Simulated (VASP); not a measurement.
Data:

```
CdS
1.0
    2.06481    -3.57635     0.00000
    2.06481     3.57635     0.00000
    0.00000     0.00000     6.70643
Cd S
2 2
Direct
  0.66667   0.33333   0.49998
  0.33333   0.66667   0.99998
  0.66667   0.33333   0.87702
  0.33333   0.66667   0.37702
```

Computed with r2SCAN meta-GGA, VASP's PBE PAW potentials (set 64) (plane waves; VASP). Run with 520 eV cut-off, 6×6×4 Γ-centred mesh, Gaussian smearing of 0.050 eV, potentials Cd S.

Q: Estimate the energy per atom (σ→0), pressure, band gap (on the k-mesh) with the smallest direct gap where there is one.

A: 
| Property | Result |
|---|---|
| band gap (on the k-mesh) | 1.69 eV |
| smallest direct gap (on the k-mesh) | 1.69 eV |
| energy per atom (σ→0) | -14.841 eV/atom |
| pressure | 1.97 GPa |

The compound is CdS in the wurtzite structure. This cell is one point of a volume scan, at 0.97 of the reference volume.
